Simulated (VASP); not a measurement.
Here is the system:

```xyz
2
Lattice="3.2698 0.0000 0.0000 0.0000 3.2698 0.0000 0.0000 0.0000 3.2698" Properties=species:S:1:pos:R:3 pbc="T T T"
In     1.6349     1.6349     1.6349
Pd     0.0000     0.0000     0.0000
```

Method: PBE GGA with D4 dispersion, VASP's PBE PAW potentials (set 64) (plane waves; VASP 6.6.1). Numerical set-up: 520 eV cut-off, 13×13×13 Γ-centred mesh, tetrahedra with Blöchl corrections, potentials In_d Pd.

Unless said otherwise, spin-orbit coupling is left out, though it shifts the bands of the heavy elements here.

Q: Estimate the energy per atom (σ→0), band gap (on the k-mesh) with the smallest direct gap where there is one.

A: 
The band gap (on the k-mesh) is none (metal, semimetal or under 0.01 eV) and the energy per atom (σ→0) is -4.841 eV/atom.

The compound is PdIn in the CsCl type structure. It was relaxed first. The electron count is odd and the run is not spin-polarised, which forces a metal.
